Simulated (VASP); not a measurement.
OSZICAR of a VASP run on BN (zinc blende):

### OSZICAR
```
       N       E                     dE             d eps       ncg     rms          rms(c)
DAV:   1     0.108003276233E+02    0.10800E+02   -0.53460E+03  1744   0.100E+03
DAV:   2    -0.164808426017E+02   -0.27281E+02   -0.27213E+02  2256   0.175E+02
DAV:   3    -0.166938521417E+02   -0.21301E+00   -0.21301E+00  2032   0.191E+01
DAV:   4    -0.166940049994E+02   -0.15286E-03   -0.15286E-03  2176   0.452E-01
DAV:   5    -0.166940050929E+02   -0.93453E-07   -0.93453E-07  1920   0.864E-03    0.679E+00
DAV:   6    -0.157880650433E+02    0.90594E+00   -0.36917E+00  2120   0.140E+01    0.329E+00
DAV:   7    -0.157169314579E+02    0.71134E-01   -0.95489E-02  2272   0.295E+00    0.192E+00
DAV:   8    -0.157003863174E+02    0.16545E-01   -0.46295E-02  2032   0.187E+00    0.180E-01
DAV:   9    -0.157005166540E+02   -0.13034E-03   -0.52362E-04  1728   0.256E-01    0.787E-02
DAV:  10    -0.157005812557E+02   -0.64602E-04   -0.11460E-04  2240   0.120E-01    0.140E-02
DAV:  11    -0.157005844964E+02   -0.32407E-05   -0.58292E-06  1824   0.235E-02    0.682E-03
DAV:  12    -0.157005845246E+02   -0.28189E-07   -0.11916E-06  2008   0.903E-03    0.334E-04
DAV:  13    -0.157005845304E+02   -0.57731E-08   -0.19082E-08   832   0.167E-03
   1 F= -.15700585E+02 E0= -.15700585E+02  d E =0.000000E+00
```

Task: Which electronic solver shows in the log?

Result: It is blocked Davidson (ALGO = Normal, or the opening steps of other solvers). The INCAR had ALGO = Normal.

Task: Can the final energy be trusted as converged?

Result: The calculation finished and met its thresholds. It stopped with EDIFF = 1E-7, NELM = 100 (optB86b-vdW, plane waves, VASP's PBE PAW potentials (set 64)).

The compound is BN in the zinc blende structure. It was relaxed first.
